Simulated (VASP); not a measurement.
Level of theory: PBE GGA, VASP's PBE PAW potentials (set 64) (plane waves; VASP 6.6.1).

VASP ran on this input.

**INCAR**
```
SYSTEM=GaN
PREC=Accurate; ENCUT=520; LREAL=.False.
LASPH=.True.
EDIFF=1E-6; NELM=100; ALGO=Normal
LMAXMIX=4
ISMEAR=0; SIGMA=0.05
GGA=PE
IBRION=2; NSW=60; ISIF=3
EDIFFG=-0.01
LWAVE=.False.; LCHARG=.False.
```

File KPOINTS:
```
Automatic mesh
0
Gamma
9 9 9
0 0 0
```

**POSCAR**
```
GaN
1
   -0.0000000000     2.2750713720     2.2750713720
    2.2750713720    -0.0000000000     2.2750713720
    2.2750713720     2.2750713720     0.0000000000
Ga N
1 1
Direct
  0.0000000000   0.0000000000   0.0000000000
  0.2500000000   0.2500000000   0.2500000000
```

POTCAR, in this order: Ga_d N (PBE.64 set). Program: vasp_std.

Task: What does the run give for the energy per atom (σ→0), band gap (on the k-mesh)?

Result: 
```
Item                              Result
------------------------  --------------
energy per atom (σ→0)     -6.077 eV/atom
band gap (on the k-mesh)         1.54 eV
```

**OSZICAR**
```
...
DAV:   7    -0.121621952545E+02   -0.88767E-02   -0.34152E-01   915   0.817E+00    0.177E+00
DAV:   8    -0.121587941885E+02    0.34011E-02   -0.76192E-02  1038   0.436E+00    0.848E-01
DAV:   9    -0.121531437426E+02    0.56504E-02   -0.22006E-02  1372   0.363E+00    0.207E-01
DAV:  10    -0.121535344461E+02   -0.39070E-03   -0.17999E-03  1045   0.670E-01    0.900E-02
DAV:  11    -0.121534444705E+02    0.89976E-04   -0.35202E-04  1380   0.360E-01    0.100E-02
DAV:  12    -0.121534504358E+02   -0.59653E-05   -0.32821E-05   960   0.766E-02    0.845E-03
DAV:  13    -0.121534502200E+02    0.21579E-06   -0.16920E-06   901   0.126E-02
   1 F= -.12153450E+02 E0= -.12153450E+02  d E =-.121535E+02
```

The compound is GaN in the zinc blende structure, a metastable form; wurtzite is the usual one. It was relaxed first. The start is the result of an earlier pass.
